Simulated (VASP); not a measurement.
Runs of VASP 6.6.1 on CsLiCr2Te2S3. The structure is trigonal, space group R32 (No. 155). Conventional cell: a = 6.639 Å, b = 6.639 Å, c = 20.639 Å, α = 90.00°, β = 90.00°, γ = 120.00°. Cs (site symmetry 32) has 6 Te at 3.84 Å and 6 S at 4.04 Å and 2 Cr at 4.16 Å as nearest neighbours. Li (site symmetry 32) has 3 S at 2.41 Å as nearest neighbours. Cr (site symmetry 3) is surrounded by 3 S at 2.24 Å and 1 Te at 2.45 Å. Te (site symmetry 3) is surrounded by 1 Cr at 2.45 Å. S (site symmetry 2) has 2 Cr at 2.24 Å and 1 Li at 2.41 Å as nearest neighbours. The cell was built by a generator and needn't be a form met in nature.

```tsv
task	level	k mesh	smearing	k mesh for the DOS	occupations for the DOS	grid for exact exchange (PRECFOCK)	exchange at q = 0	gap on the mesh (eV)	moment (μB)	largest force (eV/Å)
atomic charges	PBE+TS	5 × 5 × 5	fermi-dirac 0.05 eV	-	-	-	-	none	4.00	(a)
band structure	PBE	5 × 5 × 5	fermi-dirac 0.05 eV	-	-	-	-	-	4.00	-
electron localisation function	PBE	5 × 5 × 5	fermi-dirac 0.05 eV	-	-	-	-	none	4.00	0.01
density of states	PBE	5 × 5 × 5	fermi-dirac 0.05 eV	8 × 8 × 8	tetrahedron	-	-	-	4.00	-
density of states	B3LYP	3 × 3 × 3	tetrahedron	-	-	Fast	default	0.56	4.00	0.41
optical spectrum	PBE	5 × 5 × 5	fermi-dirac 0.05 eV	-	-	-	-	none	4.00	0.01
electrostatic potential	PBE	5 × 5 × 5	fermi-dirac 0.05 eV	-	-	-	-	none	4.00	0.01
electric field gradients	PBE	5 × 5 × 5	fermi-dirac 0.05 eV	-	-	-	-	none	4.00	0.01
atomic charges	PBE	5 × 5 × 5	fermi-dirac 0.05 eV	-	-	-	-	none	4.00	0.01
```

Alike in all rows: potentials or basis VASP PAW PBE potentials, release 64 (Cs_sv, Li_sv, Cr_pv, Te, S); spin collinear, ferromagnetic start; cell as given; cutoff (eV) 520.

Question: Fill in the values left out.

Answer: (a) 0.12.

Caveats: only a ferromagnetic start was run, and an antiferromagnetic order may lie lower in energy; spin-orbit coupling is left out, which moves the levels of the heavy elements (some runs); atom-pairwise D2, TS and ULG terms overbind metals (some runs); tetrahedron occupations give inexact forces and stress in metals (some runs); the PAW data sets were made with another functional, which shifts forces and pressure a little (some runs).

A k mesh can miss the band edges, and the runs leave out spin-orbit coupling on Cs, Te.

A gap of «none» marks a metal or a gap under the smearing width.
